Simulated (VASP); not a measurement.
Consider the following.

```
CELL_PARAMETERS angstrom
      0.00000     1.92787     1.92787
      1.92787     0.00000     1.92787
      1.92787     1.92787     0.00000
ATOMIC_POSITIONS crystal
  Ir 0.00000 0.00000 0.00000
```

Method: PBE GGA, VASP's PBE PAW potentials (set 64) (plane waves; VASP). Run with 500 eV cut-off, 16×16×16 Γ-centred mesh, first-order Methfessel-Paxton smearing of 0.10 eV, potentials Ir.

### Question
The ions, cell shape and volume at an external pressure of 10.0 GPa are relaxed. Which structure does the run end with?

### Answer

```
CELL_PARAMETERS angstrom
      0.00000     1.91959     1.91959
      1.91959     0.00000     1.91959
      1.91959     1.91959     0.00000
ATOMIC_POSITIONS crystal
  Ir 0.00000 0.00000 0.00000
```
Space group Fm-3m (225), at a tolerance of 0.03 Å.

### Question
How do energy and volume change from the first to the last step?

### Answer
The energy (σ→0) changes by +8.4 meV/atom and the volume by -1.3 %, in 3 ionic steps.

The compound is Ir in the fcc structure. This run relaxes it under an external pressure of 10 GPa. Symmetry was kept, so distortions that lower it aren't found.
